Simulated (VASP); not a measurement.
Level of theory: LDA (Ceperley-Alder, Perdew-Zunger), VASP's LDA PAW potentials (set 64) (plane waves; VASP).

VASP ran on this input.

**POSCAR**
```
Te
1
    4.2876645943    -0.0000000000    -0.0000000000
   -2.1438322971     3.7132264682    -0.0000000000
    0.0000000000    -0.0000000000     5.9418682149
Te
3
Direct
  0.2834677766   0.0000000000   0.3333330000
  1.0000000000   0.2834677766   0.6666670000
  0.7165322234   0.7165322234   0.0000000000
```

KPOINTS:
```
Automatic mesh
0
Gamma
6 6 4
0 0 0
```

**INCAR**
```
LMAXMIX = 4   # l cut-off of mixed one-centre charges
SYSTEM = Te
EDIFFG = -0.001   # ionic stop
ENCUT = 400   # plane-wave cut-off (eV)
ALGO = Normal
ISIF = 2   # forces and stress, cell fixed
IBRION = 1   # quasi-Newton
LASPH = .TRUE.   # aspherical one-centre terms
NELM = 100   # most electronic steps
ISMEAR = 0   # Gaussian
PREC = Accurate
LWAVE = .FALSE.
EDIFF = 1E-8   # SCF stop (eV)
LREAL = .FALSE.   # projection in real space or not
SIGMA = 0.05
LCHARG = .FALSE.
NSW = 30   # most ionic steps
```

POTCAR, in this order: Te (LDA.64 set). Program: vasp_std.

Output

File OSZICAR:
```
       N       E                     dE             d eps       ncg     rms          rms(c)
DAV:   1     0.681586132275E+02    0.68159E+02   -0.57365E+03   624   0.911E+02
DAV:   2    -0.668467627753E+01   -0.74843E+02   -0.72255E+02   854   0.143E+02
DAV:   3    -0.113472037072E+02   -0.46625E+01   -0.46316E+01   759   0.423E+01
DAV:   4    -0.114344482016E+02   -0.87244E-01   -0.87132E-01   772   0.698E+00
DAV:   5    -0.114359148966E+02   -0.14667E-02   -0.14667E-02   755   0.844E-01    0.134E+01
DAV:   6    -0.114096733241E+02    0.26242E-01   -0.14577E-02   699   0.793E-01    0.835E+00
DAV:   7    -0.114000935066E+02    0.95798E-02   -0.28921E-02   649   0.107E+00    0.303E-01
DAV:   8    -0.113994728274E+02    0.62068E-03   -0.44717E-03   629   0.444E-01    0.141E-01
DAV:   9    -0.113994858856E+02   -0.13058E-04   -0.16211E-04   770   0.958E-02    0.727E-02
DAV:  10    -0.113994828075E+02    0.30781E-05   -0.89461E-06   822   0.212E-02    0.123E-02
DAV:  11    -0.113994822353E+02    0.57221E-06   -0.19997E-06   669   0.920E-03    0.287E-03
DAV:  12    -0.113994821153E+02    0.11998E-06   -0.19525E-07   724   0.298E-03    0.122E-03
DAV:  13    -0.113994819829E+02    0.13239E-06   -0.16487E-08   412   0.911E-04    0.219E-04
DAV:  14    -0.113994819502E+02    0.32639E-07   -0.29265E-09   337   0.429E-04    0.136E-04
DAV:  15    -0.113994818869E+02    0.63368E-07   -0.44740E-10   342   0.187E-04    0.128E-04
DAV:  16    -0.113994818789E+02    0.79680E-08   -0.10214E-10   327   0.909E-05
   1 F= -.11399482E+02 E0= -.11398989E+02  d E =-.113995E+02
       N       E                     dE             d eps       ncg     rms          rms(c)
DAV:   1    -0.113995397518E+02   -0.57865E-04   -0.16247E-03   624   0.238E-01    0.218E-02
DAV:   2    -0.113995457280E+02   -0.59762E-05   -0.69589E-05   724   0.552E-02    0.641E-03
DAV:   3    -0.113995457104E+02    0.17627E-07   -0.76019E-07   669   0.737E-03    0.373E-03
DAV:   4    -0.113995456925E+02    0.17838E-07   -0.76331E-08   724   0.178E-03    0.886E-04
DAV:   5    -0.113995456894E+02    0.31929E-08   -0.40514E-09   322   0.469E-04
   2 F= -.11399546E+02 E0= -.11399052E+02  d E =-.638104E-04
       N       E                     dE             d eps       ncg     rms          rms(c)
DAV:   1    -0.113995711859E+02   -0.25493E-04   -0.15284E-02   624   0.731E-01    0.664E-02
DAV:   2    -0.113996274139E+02   -0.56228E-04   -0.65459E-04   719   0.169E-01    0.197E-02
DAV:   3    -0.113996272950E+02    0.11893E-06   -0.71427E-06   679   0.226E-02    0.115E-02
DAV:   4    -0.113996271839E+02    0.11105E-06   -0.71955E-07   724   0.546E-03    0.268E-03
DAV:   5    -0.113996271854E+02   -0.14340E-08   -0.43495E-08   649   0.144E-03
   3 F= -.11399627E+02 E0= -.11399129E+02  d E =-.814960E-04
```

File OUTCAR:
```
------------------------ aborting loop because EDIFF is reached ----------------------------------------
  FORCE on cell =-STRESS in cart. coord.  units (eV):
  Direction    XX          YY          ZZ          XY          YZ          ZX
  --------------------------------------------------------------------------------------
  Total       -0.0820804     -0.0820804     -0.0303360     -0.0000000      0.0000000     -0.0000000
  in kB       -1.3901288     -1.3901288     -0.5137762     -0.0000000      0.0000000     -0.0000000
  external PRESSURE =      -1.0980113 kB  Pullay stress =       0.0000000 kB
  volume of cell :       94.60
      direct lattice vectors                 reciprocal lattice vectors
     4.287664594  0.000000000  0.000000000     0.233227198  0.134653785  0.000000000
    -2.143832297  3.713226468  0.000000000     0.000000000  0.269307571  0.000000000
     0.000000000  0.000000000  5.941868215     0.000000000  0.000000000  0.168297236
 POSITION                                       TOTAL-FORCE (eV/Angst)
 -----------------------------------------------------------------------------------
      1.21980      0.00000      1.98062         0.000264      0.000000     -0.000000
     -0.60990      1.05637      3.96125        -0.000132      0.000229      0.000000
      1.53393      2.65685      0.00000        -0.000132     -0.000229      0.000000
 -----------------------------------------------------------------------------------
    total drift:                                0.000253     -0.000377      0.000016
  FREE ENERGIE OF THE ION-ELECTRON SYSTEM (eV)
  ---------------------------------------------------
  free  energy   TOTEN  =       -11.3996271854 eV

  energy  without entropy=      -11.3986312136  energy(sigma->0) =      -11.39912920

 reached required accuracy - stopping structural energy minimisation
```
(Selected blocks of OUTCAR.)

File CONTCAR:
```
Te
   1.00000000000000
     4.2876645942999998    0.0000000000000000    0.0000000000000000
    -2.1438322970999999    3.7132264681999998    0.0000000000000000
     0.0000000000000000    0.0000000000000000    5.9418682149000004
  Te
     3
Direct
     0.2844896202374247    0.0000000000000000    0.3333330000000032
    -0.0000000000000000    0.2844896202374247    0.6666669999999968
     0.7155103797625753    0.7155103797625753    0.0000000000000000
```

The structure comes from a computed database's Te entry (P3_121); how it stands against other phases isn't given here. This run relaxes the ions in a fixed cell. Symmetry was kept, so distortions that lower it aren't found. The start is the result of an earlier pass.
